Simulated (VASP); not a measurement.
## ZnS: band structure with PBE

**Experimental background.**

“Electronic, vibrational, and thermodynamic properties of ZnS (zincblende and rocksalt structure)”, 2009, arxiv:0911.5022 quotes, for a bulk crystal of ZnS at 19 K: band gap 3.85 eV (direct).

Crystal: ZnS.

```xyz
2
Lattice="0.0000 2.7238 2.7238 2.7238 0.0000 2.7238 2.7238 2.7238 0.0000" Properties=species:S:1:pos:R:3 pbc="T T T"
Zn    1.3619    1.3619    1.3619
S     0.0000    0.0000    0.0000
```

* Program: VASP 6.6.1
* Task: band structure
* Functional: PBE
* Potentials or basis: VASP PAW PBE potentials, release 64 (Zn, S)
* Cutoff: 700 eV
* k mesh: 10 × 10 × 10
* Occupations: gaussian, width 0.02 eV
* Spin: no spin polarisation
* Further INCAR settings: ALGO = Normal; EDIFF = 1e-07; NBANDS = 16

```yaml
Pressure: 0.0 GPa
Band_gap_on_the_k_mesh: 2.01 eV, direct
Band_gap_along_the_path: 2.01 eV, direct
```

Levels at the corners of the path, in eV from the valence-band top:
| point | band 7 | band 8 | band 9 | band 10 | band 11 | band 12 |
| --- | --- | --- | --- | --- | --- | --- |
| Γ | 0.00 | 0.00 | 0.00 | 2.01 | 6.41 | 6.41 |
| X | -4.46 | -2.13 | -2.13 | 3.46 | 4.07 | 10.81 |
| X | -4.46 | -2.13 | -2.13 | 3.46 | 4.07 | 10.81 |
| W | -4.47 | -2.63 | -2.62 | 5.71 | 5.93 | 7.82 |
| W | -4.47 | -2.63 | -2.62 | 5.71 | 5.93 | 7.82 |
| K | -4.50 | -3.00 | -1.73 | 4.15 | 5.91 | 9.33 |
| K | -4.50 | -3.00 | -1.73 | 4.15 | 5.91 | 9.33 |
| Γ | 0.00 | 0.00 | 0.00 | 2.01 | 6.41 | 6.41 |
| Γ | 0.00 | 0.00 | 0.00 | 2.01 | 6.41 | 6.41 |
| L | -5.13 | -0.83 | -0.83 | 3.26 | 6.94 | 6.94 |
| L | -5.13 | -0.83 | -0.83 | 3.26 | 6.94 | 6.94 |
| U | -4.50 | -3.00 | -1.73 | 4.15 | 5.91 | 9.33 |
| U | -4.50 | -3.00 | -1.73 | 4.15 | 5.91 | 9.33 |
| W | -4.47 | -2.63 | -2.62 | 5.71 | 5.93 | 7.82 |
| W | -4.47 | -2.63 | -2.62 | 5.71 | 5.93 | 7.82 |
| L | -5.13 | -0.83 | -0.83 | 3.26 | 6.94 | 6.94 |
| L | -5.13 | -0.83 | -0.83 | 3.26 | 6.94 | 6.94 |
| K | -4.50 | -3.00 | -1.73 | 4.15 | 5.91 | 9.33 |
| U | -4.50 | -3.00 | -1.73 | 4.15 | 5.91 | 9.33 |
| X | -4.46 | -2.13 | -2.13 | 3.46 | 4.07 | 10.81 |

Wall time 49 s on 1 thread of Intel(R) Xeon(R) 6975P-C (Granite Rapids), with other jobs on the host, peak memory 0.23 GiB.

Against the measured gap of ZnS, 3.85 eV (direct; 19 K; quoted in “Electronic, vibrational, and thermodynamic properties of ZnS (zincblende and rocksalt structure)”, 2009, arxiv:0911.5022), the calculated 2.01 eV is off by -1.84 eV. The value is that of PBE, without temperature or zero-point motion. Semilocal functionals fall short of measured gaps as a rule.
